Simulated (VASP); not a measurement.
```xyz
4
Lattice="3.8126 0.0000 0.0000 0.0000 3.8126 0.0000 0.0000 0.0000 3.8126" Properties=species:S:1:pos:R:3 pbc="T T T"
Cu     0.0000     1.9063     1.9063
Cu     1.9063     0.0000     1.9063
Cu     1.9063     1.9063     0.0000
Au     0.0000     0.0000     0.0000
```

Computed with revPBE GGA, VASP's PBE PAW potentials (set 64) (plane waves; VASP 6.6.1). Settings: 520 eV cut-off, Gaussian smearing of 0.050 eV, potentials Cu Au.

Unless said otherwise, spin-orbit coupling is left out, though it shifts the bands of the heavy elements here.

Q: What does the run give for the band gap (along the path) with the smallest direct gap where there is one?

A: 
The band gap (along the path) comes out as none (metal, semimetal or under 0.01 eV).

The compound is Cu3Au in the L1_2 structure. It was relaxed first, which changed the volume by +5 %.
